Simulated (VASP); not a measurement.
Input:

```xyz
2
Lattice="0.0000 3.0855 3.0855 3.0855 0.0000 3.0855 3.0855 3.0855 0.0000" Properties=species:S:1:pos:R:3 pbc="T T T"
Cu     0.0000     0.0000     0.0000
I      1.5428     1.5428     1.5428
```

Computed with PBE GGA, VASP's PBE PAW potentials (set 64) (plane waves; VASP 6.6.1). Run with 400 eV cut-off, 2×2×2 Γ-centred mesh, Gaussian smearing of 0.050 eV, potentials Cu I.

Give the stress tensor in GPa (positive for a compressed cell).

```
2.33  0.00  0.00
0.00  2.33  0.00
0.00  0.00  2.33
```
The pressure is its mean diagonal, 2.33 GPa.

The compound is CuI in the zinc blende structure. The cell was not relaxed at this level. The k-mesh is coarse (spacing up to 0.88 per Å, 2π included), so the numbers may not be converged in it. The run is one of a series of settings (KPOINTS 2×2×2 Γ-centred mesh against the base run), some of them coarse on purpose.
